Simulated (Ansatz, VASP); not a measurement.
# One calculation of CuPt6, two programs

```
Cu Pt
1.0
     0.00000    3.87047    3.87047
     3.87047    0.00000    3.87047
     3.87047    3.87047    0.00000
Cu Pt
1 6
Direct
  0.00000 0.00000 0.00000
  0.32270 0.67730 0.67730
  0.67730 0.32270 0.32270
  0.67730 0.32270 0.67730
  0.32270 0.67730 0.32270
  0.67730 0.67730 0.32270
  0.32270 0.32270 0.67730
```

Alike in both runs: task single point; functional PBE; k mesh 4 × 4 × 4; occupations gaussian, width 0.1 eV; no spin polarisation.

|  | VASP | Ansatz |
| --- | --- | --- |
| version | VASP 6.6.1 | Ansatz 0.2.0 |
| potentials or method | VASP PAW PBE potentials, release 64 (Cu, Pt) | scalar-relativistic, plane waves, PAW |
| plane-wave cutoff (eV) | 520 | 420 |
| valence electrons in the cell | 71 | 127 |

Ansatz gave:

- gap on the k mesh at the Fermi level (eV): none
- rms of the force components (eV/Å): 43.626

Problem. Which values does VASP return?

Solution. gap on the k mesh at the Fermi level (eV): none; rms of the force components (eV/Å): 39.195.

Atom by atom the forces differ by 4.431 eV/Å (rms over components). A gap of «none» marks a metal or a gap that the smearing closes. The two sets of potentials don't hold the same shells in valence.

Caveats: forces of over 1 eV/Å show positions far from the minimum, so gaps and moduli don't describe the material at rest. Spin-orbit coupling is left out, which matters for the levels of Pt.
